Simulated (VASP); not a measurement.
Wanted: the native input for a VASP 6.6.1 run.

| Quantity | Value |
| --- | --- |
| Task | single point |
| Functional | PBE |
| Potentials or basis | VASP PAW PBE potentials, release 64 (Pm, Se) |
| Cutoff | 520 eV |
| k mesh | 5 × 5 × 5 |
| Occupations | gaussian, width 0.05 eV |
| Spin | collinear spin, ferromagnetic start |
| Starting moments | [4.0, 0.0] μB |
| Hubbard terms | Pm f U = 4 eV |
| Further INCAR settings | ALGO = Fast; EDIFF = 1e-07; NBANDS = 22 |

The structure of PmSe lies in POSCAR:

```
PmSe
1.0
    0.0000000000      3.2231904100      3.2231904100
    3.2231904100      0.0000000000      3.2231904100
    3.2231904100      3.2231904100      0.0000000000
Pm Se
1 1
Direct
    0.0000000000      0.0000000000      0.0000000000
    0.2500000000      0.2500000000      0.2500000000
```

The cell comes from a database or a generator and needn't be the stable form of this composition.

The input as run:

INCAR

```
PREC = Accurate ; ENCUT = 520
EDIFF = 1E-7 ; ISMEAR = 0
SIGMA = 0.05 ; LREAL = False
LASPH = True ; NELM = 150
ALGO = Fast ; ISIF = 2
LWAVE = False ; LCHARG = True
ISPIN = 2 ; MAGMOM = 4 0
LORBIT = 11 ; LMAXMIX = 6
LDAU = True ; LDAUTYPE = 2
LDAUL = 3 -1 ; LDAUU = 4 0
LDAUJ = 0 0 ; LDAUPRINT = 1
GGA = PE ; LELF = True
LVHAR = True ; NBANDS = 22
```

KPOINTS

```
regular mesh
0
Gamma
  5 5 5
```

Potentials or basis: VASP PAW PBE potentials, release 64 (Pm, Se).

Launch:

```bash
$ cat potpaw_PBE.64/Pm/POTCAR potpaw_PBE.64/Se/POTCAR > POTCAR
$ mpirun -np 1 vasp_std > vasp.out
```

It gave:

```yaml
Pressure: 6.1 GPa
Band_gap_on_the_k_mesh: none (metal or under the smearing width)
Net_moment: 4.99 μB per cell
Site_moments: Pm +4.48; Se -0.05 μB
Valence_electrons_inside_the_program's_atomic_spheres: Pm 12.42; Se 3.98
```

Caveat: the magnetic or orbital state may not be the lowest; spin-orbit coupling is left out, which moves the levels of the heavy elements.

Wall time 120 s on 1 thread of Intel(R) Xeon(R) 6975P-C (Granite Rapids) (shared host), peak memory 0.25 GiB.
